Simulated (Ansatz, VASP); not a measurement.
# BeSi2: VASP beside Ansatz, part 2 of 2

Aim: how closely do two programs agree when they are given the same cell, functional and k mesh? The cell is generated by rule, not measured, and may not be a known phase. The cell is taken from a series of runs on this material, whose earlier steps may have relaxed, scaled, displaced or heated it; both programs get it as it stands.

VASP 6.6.1 and Ansatz 0.2.0.

So far: The structure; Ansatz: zone-centre phonons, PBE.

### 3. VASP: zone-centre phonons, PBE

Level of this step: PBE; plane waves and PAW (Be, Si); invented cell (VASP).

The same cell, functional, mesh and smearing now go to VASP, with its own data sets.

Lines of VASP's logs that name or quote its potential files are left out, and so is its time.

Contents of INCAR:

```
SYSTEM = BeSi2
PREC = Accurate
ENCUT = 600
EDIFF = 1E-08
NELM = 120
ISMEAR = 1
SIGMA = 0.2
LREAL = .FALSE.
ALGO = Normal
GGA = PE
NBANDS = 11
LORBIT = 11
LWAVE = .FALSE.
LCHARG = .FALSE.
ISIF = 2
IBRION = 8
LASPH = .TRUE.
GGA_COMPAT = .FALSE.
KPAR = 2
```

Contents of POSCAR:

```
BeSi2
1.0
    2.9861981695      0.0000000000      0.0000000000
   -1.4930990848      2.5861234755      0.0000000000
    0.0000000000      0.0000000000      5.1474644292
Be Si
1 2
Direct
    0.0000000000      0.0000000000      0.0000000000
    0.3333333333      0.6666666667      0.3187236859
    0.6666666667      0.3333333333      0.6812763141
```

Contents of KPOINTS:

```
Automatic mesh
0
Gamma
18 18 8
0 0 0
```

The projector-augmented-wave data sets are Be and Si (PBE family, release 64).

Command:

```sh
mpirun -np 2 vasp_std
```

Numbers of over 12 decimals in the logs are rounded to 6 here.

Output:

```text
[banner, memory and clock lines left out]
running    2 mpi-ranks, on    1 nodes
 distrk:  each k-point on    1 cores,    2 groups
 distr:  one band on    1 cores,    1 groups

 POSCAR found type information on POSCAR BeSi
 POSCAR found :  2 types and       3 ions
 LDA part: xc-table for (Slater+PW92), standard interpolation
 POSCAR, INCAR and KPOINTS ok, starting setup
 FFT: planning ... GRIDC
 FFT: planning ... GRID_SOFT
 FFT: planning ... GRID
 WAVECAR not read
 entering main loop
       N       E                     dE             d eps       ncg     rms          rms(c)
DAV:   1     0.113884331992E+02    0.11388E+02   -0.47997E+03  5852   0.868E+02
DAV:   2    -0.123970749686E+02   -0.23786E+02   -0.22556E+02  7762   0.113E+02
DAV:   3    -0.132915847210E+02   -0.89451E+00   -0.88181E+00  7968   0.191E+01
DAV:   4    -0.132988247177E+02   -0.72400E-02   -0.72286E-02  7314   0.201E+00
DAV:   5    -0.132988966021E+02   -0.71884E-04   -0.71877E-04  7536   0.192E-01    0.420E+00
DAV:   6    -0.132149626089E+02    0.83934E-01   -0.18517E-01  6955   0.206E+00    0.243E+00
DAV:   7    -0.131974697201E+02    0.17493E-01   -0.34708E-02  7696   0.114E+00    0.578E-01
DAV:   8    -0.131959300469E+02    0.15397E-02   -0.14356E-03  7777   0.239E-01    0.143E-01
DAV:   9    -0.131958153322E+02    0.11471E-03   -0.15545E-04  7108   0.931E-02    0.573E-02
DAV:  10    -0.131958164779E+02   -0.11457E-05   -0.18194E-05  7935   0.254E-02    0.733E-03
DAV:  11    -0.131958143927E+02    0.20853E-05   -0.35851E-06  7610   0.109E-02    0.194E-03
DAV:  12    -0.131958143358E+02    0.56845E-07   -0.12147E-07  7480   0.242E-03    0.751E-04
DAV:  13    -0.131958143268E+02    0.90514E-08   -0.28759E-09  4582   0.383E-04
   1 F= -.13195814E+02 E0= -.13196618E+02  d E =0.240970E-02
 Linear response reoptimize wavefunctions to high precision
DAV:   1    -0.131958143320E+02   -0.52159E-08   -0.36193E-10  5037   0.149E-04
DAV:   2    -0.131958143320E+02    0.56843E-12   -0.29073E-11  4174   0.556E-05
 Linear response DOF=           4
 Linear response progress:
  Degree of freedom:   1/  4
       N       E                     dE             d eps       ncg     rms          rms(c)
RMM:   1    -0.735984206672E-02   -0.73598E-02   -0.37826E-03 33618   0.372E-01
RMM:   2    -0.716563021101E-02    0.19421E-03   -0.13322E-04 24697   0.662E-02    0.651E-02
RMM:   3    -0.716405759103E-02    0.15726E-05   -0.45825E-05 25357   0.346E-02    0.343E-02
RMM:   4    -0.731261961449E-02   -0.14856E-03   -0.50500E-05 24659   0.357E-02    0.327E-03
RMM:   5    -0.731356634218E-02   -0.94673E-06   -0.57788E-07 26187   0.584E-03    0.467E-04
RMM:   6    -0.731405985373E-02   -0.49351E-06   -0.11678E-08 26313   0.799E-04    0.254E-04
RMM:   7    -0.731309757781E-02    0.96228E-06    0.80136E-09 26611   0.318E-04    0.405E-05
RMM:   8    -0.731321735334E-02   -0.11978E-06    0.36640E-09 27640   0.600E-05    0.568E-06
RMM:   9    -0.731321233884E-02    0.50145E-08    0.14486E-09 27331   0.206E-05    0.121E-06
 first order change of Fermi-energy   0.95165E-06
 force on displaced ion       1 direction 1 :  -2.778   0.000   0.000
 Linear response progress:
  Degree of freedom:   2/  4
       N       E                     dE             d eps       ncg     rms          rms(c)
RMM:   1    -0.138743026106E-01   -0.13874E-01    0.35536E-02 15136   0.726E-01
RMM:   2    -0.128760372516E-01    0.99827E-03   -0.61290E-04  9325   0.165E-01    0.953E-02
RMM:   3    -0.124178927655E-01    0.45814E-03   -0.68713E-04  9387   0.902E-02    0.362E-02
RMM:   4    -0.124584915094E-01   -0.40599E-04   -0.14468E-05  9724   0.219E-02    0.189E-02
RMM:   5    -0.125154731179E-01   -0.56982E-04   -0.92074E-06  9584   0.154E-02    0.247E-03
RMM:   6    -0.125176032214E-01   -0.21301E-05   -0.16543E-07 10094   0.261E-03    0.101E-03
RMM:   7    -0.125183103036E-01   -0.70708E-06   -0.17264E-08  9863   0.920E-04    0.181E-04
RMM:   8    -0.125186157093E-01   -0.30541E-06    0.38473E-10 10362   0.139E-04    0.916E-05
RMM:   9    -0.125185530133E-01    0.62696E-07    0.23862E-09 10297   0.468E-05    0.722E-06
RMM:  10    -0.125185428275E-01    0.10186E-07    0.44224E-09 10763   0.147E-05    0.390E-06
RMM:  11    -0.125185414104E-01    0.14171E-08    0.16453E-08  9838   0.972E-06    0.559E-07
 first order change of Fermi-energy  -0.15349E-03
 force on displaced ion       1 direction 3 :   0.000  -0.000  -7.589
 Linear response progress:
  Degree of freedom:   3/  4
       N       E                     dE             d eps       ncg     rms          rms(c)
RMM:   1    -0.118301851620E-01   -0.11830E-01   -0.19678E-03 60736   0.572E-01
RMM:   2    -0.113549451969E-01    0.47524E-03   -0.25527E-04 45564   0.109E-01    0.528E-02
RMM:   3    -0.113998132899E-01   -0.44868E-04   -0.20689E-05 47961   0.267E-02    0.303E-02
RMM:   4    -0.115106945909E-01   -0.11088E-03   -0.20095E-05 47017   0.241E-02    0.489E-03
RMM:   5    -0.114892639004E-01    0.21431E-04   -0.49866E-07 49443   0.482E-03    0.558E-04
RMM:   6    -0.114905620583E-01   -0.12982E-05    0.14408E-09 49812   0.651E-04    0.302E-04
RMM:   7    -0.114905598701E-01    0.21882E-08    0.24526E-08 50586   0.192E-04    0.255E-05
 first order change of Fermi-energy  -0.25344E-06
 force on displaced ion       2 direction 1 :  -2.185  -0.001  -0.000
 Linear response progress:
  Degree of freedom:   4/  4
       N       E                     dE             d eps       ncg     rms          rms(c)
RMM:   1    -0.309324354937E-01   -0.30932E-01    0.68930E-02 13443   0.109E+00
RMM:   2    -0.293966959864E-01    0.15357E-02   -0.99432E-04  9270   0.229E-01    0.103E-01
RMM:   3    -0.292369190973E-01    0.15978E-03   -0.73867E-04  9163   0.970E-02    0.447E-02
RMM:   4    -0.292690512994E-01   -0.32132E-04   -0.25081E-05  9850   0.266E-02    0.240E-02
RMM:   5    -0.292909734925E-01   -0.21922E-04   -0.33187E-06  9754   0.118E-02    0.386E-03
RMM:   6    -0.293032695215E-01   -0.12296E-04   -0.21722E-07 10172   0.278E-03    0.177E-03
RMM:   7    -0.293065961902E-01   -0.33267E-05   -0.28419E-08  9993   0.805E-04    0.299E-04
RMM:   8    -0.293066146154E-01   -0.18425E-07   -0.21631E-09 10453   0.159E-04    0.987E-05
RMM:   9    -0.293065303489E-01    0.84266E-07    0.23304E-10 10311   0.810E-05    0.968E-06
RMM:  10    -0.293065483083E-01   -0.17959E-07    0.47528E-10 10721   0.207E-05    0.502E-06
RMM:  11    -0.293065433190E-01    0.49893E-08    0.35770E-09 10227   0.125E-05    0.117E-06
 first order change of Fermi-energy   0.32762E+00
 force on displaced ion       2 direction 3 :  -0.000  -0.000  -8.707
 Linear response finished
```

OUTCAR, selected parts (step 3):

```text
ion  position               nearest neighbor table
   1  0.000  0.000  0.000-   2 2.38   3 2.38   3 2.38   2 2.38   3 2.38   2 2.38
   2  0.333  0.667  0.319-   1 2.38   1 2.38   1 2.38   3 2.54   3 2.54   3 2.54
   3  0.667  0.333  0.681-   1 2.38   1 2.38   1 2.38   2 2.54   2 2.54   2 2.54

  LATTYP: Found a hexagonal cell.
 ALAT       =     2.9861981695
 C/A-ratio  =     1.7237517864

 Subroutine GETGRP returns: Found 12 space group operations
 (whereof 12 operations were pure point group operations)

The static configuration has the point symmetry D_3d.

 Found    266 irreducible k-points:

   k-points           NKPTS =    266   k-points in BZ     NKDIM =    266   number of bands    NBANDS=     11

   dimension x,y,z NGX =    24 NGY =   24 NGZ =   42
   dimension x,y,z NGXF=    48 NGYF=   48 NGZF=   84

   ENCUT  =  600.0 eV  44.10 Ry    6.64 a.u.   5.96  5.96 10.28*2*pi/ulx,y,z

   NELECT =      10.0000    total number of electrons

 k-points in reciprocal lattice and weights: Automatic mesh
   0.00000000  0.00000000  0.00000000       0.000
   0.05555556 -0.00000000  0.00000000       0.002
   0.11111111 -0.00000000  0.00000000       0.002
   0.16666667  0.00000000  0.00000000       0.002
   0.22222222 -0.00000000  0.00000000       0.002
   0.27777778 -0.00000000  0.00000000       0.002
   0.33333333 -0.00000000  0.00000000       0.002
   0.38888889 -0.00000000  0.00000000       0.002
   0.44444444 -0.00000000  0.00000000       0.002
[...]
0.33333333  0.27777778  0.50000000       0.005
   0.33333333  0.33333333  0.50000000       0.001

 average (electrostatic) potential at core
       1 -31.6797       2 -81.3224       3 -81.3224

  Total       -0.0004391     -0.0004391     -0.0034522      0.0000000      0.0000000      0.0000000
  in kB       -0.0176959     -0.0176959     -0.1391370      0.0000000      0.0000000      0.0000000
  external PRESSURE =      -0.0581763 kB  Pullay stress =       0.0000000 kB

  energy-cutoff  :      600.00
  volume of cell :       39.75
      direct lattice vectors                 reciprocal lattice vectors
     2.986198170  0.000000000  0.000000000     0.334873958  0.193339570  0.000000000
    -1.493099085  2.586123475  0.000000000     0.000000000  0.386679139  0.000000000
     0.000000000  0.000000000  5.147464429     0.000000000  0.000000000  0.194270405

 POSITION                                       TOTAL-FORCE (eV/Angst)
 -----------------------------------------------------------------------------------
      0.00000      0.00000      0.00000         0.000000      0.000000      0.000000
     -0.00000      1.72408      1.64062        -0.000000      0.000000      0.006255
      1.49310      0.86204      3.50685         0.000000     -0.000000     -0.006255
 -----------------------------------------------------------------------------------
    total drift:                                0.000000      0.000000     -0.000000

 Eigenvectors and eigenvalues of the dynamical matrix
 ----------------------------------------------------

   1 f  =   15.451574 THz    97.085102 2PiTHz  515.409029 cm-1    63.902546 meV
             X         Y         Z           dx          dy          dz
      0.000000  0.000000  0.000000    -0.000000    0.000000   -0.928426
     -0.000000  1.724082  1.640619    -0.000000    0.000000    0.262703
      1.493099  0.862041  3.506846     0.000000   -0.000000    0.262703

   2 f  =   10.889677 THz    68.421859 2PiTHz  363.240527 cm-1    45.036065 meV
             X         Y         Z           dx          dy          dz
      0.000000  0.000000  0.000000    -0.000000    0.000000   -0.000000
     -0.000000  1.724082  1.640619    -0.000000   -0.000000    0.707107
      1.493099  0.862041  3.506846     0.000000    0.000000   -0.707107

   3 f  =    9.350226 THz    58.749203 2PiTHz  311.889970 cm-1    38.669410 meV
             X         Y         Z           dx          dy          dz
      0.000000  0.000000  0.000000    -0.775607    0.509931    0.000000
     -0.000000  1.724082  1.640619     0.219811   -0.144517   -0.000000
      1.493099  0.862041  3.506846     0.219811   -0.144517    0.000000

   4 f  =    9.350226 THz    58.749203 2PiTHz  311.889970 cm-1    38.669410 meV
             X         Y         Z           dx          dy          dz
      0.000000  0.000000  0.000000     0.509931    0.775607   -0.000000
     -0.000000  1.724082  1.640619    -0.144517   -0.219811   -0.000000
      1.493099  0.862041  3.506846    -0.144517   -0.219811   -0.000000

   5 f  =    5.091602 THz    31.991478 2PiTHz  169.837556 cm-1    21.057164 meV
             X         Y         Z           dx          dy          dz
      0.000000  0.000000  0.000000    -0.000000   -0.000000    0.000000
     -0.000000  1.724082  1.640619    -0.590842    0.388466    0.000000
      1.493099  0.862041  3.506846     0.590842   -0.388466    0.000000

   6 f  =    5.091602 THz    31.991478 2PiTHz  169.837556 cm-1    21.057164 meV
             X         Y         Z           dx          dy          dz
      0.000000  0.000000  0.000000    -0.000000    0.000000    0.000000
     -0.000000  1.724082  1.640619    -0.388466   -0.590842    0.000000
      1.493099  0.862041  3.506846     0.388466    0.590842    0.000000

   7 f/i=    0.001788 THz     0.011232 2PiTHz    0.059627 cm-1     0.007393 meV
             X         Y         Z           dx          dy          dz
      0.000000  0.000000  0.000000     0.152751    0.339222    0.000000
     -0.000000  1.724082  1.640619     0.269491    0.598475    0.000000
      1.493099  0.862041  3.506846     0.269491    0.598475    0.000000

   8 f/i=    0.001788 THz     0.011232 2PiTHz    0.059627 cm-1     0.007393 meV
             X         Y         Z           dx          dy          dz
      0.000000  0.000000  0.000000    -0.339222    0.152751   -0.000000
     -0.000000  1.724082  1.640619    -0.598475    0.269491   -0.000000
      1.493099  0.862041  3.506846    -0.598475    0.269491   -0.000000

   9 f/i=    0.005518 THz     0.034674 2PiTHz    0.184076 cm-1     0.022823 meV
             X         Y         Z           dx          dy          dz
      0.000000  0.000000  0.000000    -0.000000   -0.000000    0.371518
     -0.000000  1.724082  1.640619    -0.000000   -0.000000    0.656496
      1.493099  0.862041  3.506846    -0.000000   -0.000000    0.656496

 ELASTIC MODULI CONTR FROM IONIC RELAXATION (kBar)
 Direction    XX          YY          ZZ          XY          YZ          ZX
 --------------------------------------------------------------------------------
 XX          -8.4968      1.4740    -12.0136      0.0000    -10.1975      0.0000
 YY           1.4740     -8.4968    -12.0136      0.0000     10.1975     -0.0000
 ZZ         -12.0136    -12.0136    -41.1021      0.0000      0.0000      0.0000
 XY           0.0000      0.0000      0.0000     -4.9854     -0.0000     -6.5528
 YZ         -10.1975     10.1975      0.0000     -0.0000    -20.8588      0.0000
 ZX           0.0000     -0.0000      0.0000     -6.5528      0.0000     -8.6129
 --------------------------------------------------------------------------------
```

### 4. Side by side

Known differences besides the potentials themselves: VASP's run holds the zone centre alone; the cutoff is 420 eV in Ansatz and 600 eV in VASP. Total energies have different zeros and are not compared.

The two programs side by side:

| quantity | Ansatz | VASP | difference |
| --- | --- | --- | --- |
| optical mode 1 to 2 (cm⁻¹) | 170.2 | 169.8 | +0.18 % |
| optical mode 3 to 4 (cm⁻¹) | 311.0 | 311.9 | -0.28 % |
| optical mode 5 (cm⁻¹) | 363.4 | 363.2 | +0.06 % |
| optical mode 6 (cm⁻¹) | 514.0 | 515.4 | -0.26 % |

Modes are paired by rising frequency, not by their patterns, so a pair may set unlike modes beside each other; they are those without the splitting of longitudinal modes.

### 5. Results

| Property | Result |
| --- | --- |
| r.m.s. difference of the optical zone-centre modes, each program's sorted by frequency (zone-centre phonons, PBE) | 0.78 cm⁻¹ |

**Reading.** The r.m.s. difference of the optical zone-centre modes, each program's sorted by frequency is 0.78 cm⁻¹ (zone-centre phonons, PBE). How closely two codes agree says nothing of how well the functional describes the real material.

[Lines on the potential files, build, host, timing and source positions are cut from VASP's logs without a mark.]

[Logs are printed without paths, hosts, clocks, repeated set-up lines and the standing remarks that a program may print on its own settings, such as how far it seeks lower states.]

[Hosts, paths, dates, database ids (printed as entryN), source tags and the programs' standing remarks are cut or masked in the printed files.]
